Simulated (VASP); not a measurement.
```xyz
3
Lattice="4.5048 0.0000 0.0000 -2.2524 3.9013 0.0000 0.0000 0.0000 4.9788" Properties=species:S:1:pos:R:3 pbc="T T T"
Se     0.9816     0.0000     1.6596
Se    -0.4908     0.8501     3.3192
Se     1.7616     3.0512     0.0000
```

Calculation: PBE GGA, VASP's PBE PAW potentials (set 64) (plane waves; VASP). Numerical set-up: PREC = Normal, 350 eV cut-off, 4×4×3 Γ-centred mesh, Gaussian smearing of 0.010 eV, potentials Se_GW.

**Question.** Which forces act on the atoms, in eV/Å?

**Answer.** 
```json
[
 {"atom": "Se1", "Fx": "0.285", "Fy": "0.000", "Fz": "0.000"},
 {"atom": "Se2", "Fx": "-0.142", "Fy": "0.247", "Fz": "0.000"},
 {"atom": "Se3", "Fx": "-0.142", "Fy": "-0.247", "Fz": "0.000"}
]
```

**Question.** Give the stress tensor in GPa (positive for a compressed cell).

**Answer.** 
```
1.18  0.00  0.00
0.00  1.18  0.00
0.00  0.00  2.12
```
The pressure is its mean diagonal, 1.49 GPa.

The structure comes from a computed database's Se entry (P3_121); how it stands against other phases isn't given here. The cell was not relaxed at this level. The k-mesh is coarse (spacing up to 0.42 per Å, 2π included), so the numbers may not be converged in it.
